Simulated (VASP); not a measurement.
A convergence study with VASP on PbO (litharge): one setting is varied, all else stays as given below, so the limit is that of these other settings. ε∞ is the independent-particle value.

```xyz
4
Lattice="3.9800 0.0000 0.0000 0.0000 3.9800 0.0000 0.0000 0.0000 5.0200" Properties=species:S:1:pos:R:3 pbc="T T T"
Pb     1.9900     0.0000     3.8403
Pb     0.0000     1.9900     1.1797
O      1.9900     1.9900     0.0000
O      0.0000     0.0000     0.0000
```

Calculation: PBE GGA, VASP's PBE PAW potentials (set 64) (plane waves; VASP 6.6.1). The tightest run used: 700 eV cut-off, 4×4×3 Γ-centred mesh, Gaussian smearing of 0.050 eV, potentials Pb_d O.

Q: The settings run are NBANDS = 21; NBANDS = 22; NBANDS = 24; NBANDS = 28; NBANDS = 36; NBANDS = 52; NBANDS = 84; NBANDS = 148. From which on does the mean ε∞ stay within 0.3  of the tightest run?

A: From NBANDS = 36 on: it is off by 0.21 there and by no more than 0.3 in any finer run, while NBANDS = 28 is off by 0.44.
```tsv
setting	mean ε∞	bands	difference judged ()
NBANDS = 21	3.56	21	3.54
NBANDS = 22	5.31	22	1.79
NBANDS = 24	6.20	24	0.90
NBANDS = 28	6.66	28	0.44
NBANDS = 36	6.89	36	0.21
NBANDS = 52	7.01	52	0.09
NBANDS = 84	7.08	84	0.02
NBANDS = 148	7.10	148	0.00
```

Left out are rungs that failed or repeat a setting and relaxations that didn't move; long series are thinned to 24 rows.

The compound is PbO in the litharge structure. The cell was not relaxed at this level, forces remain on its atoms.
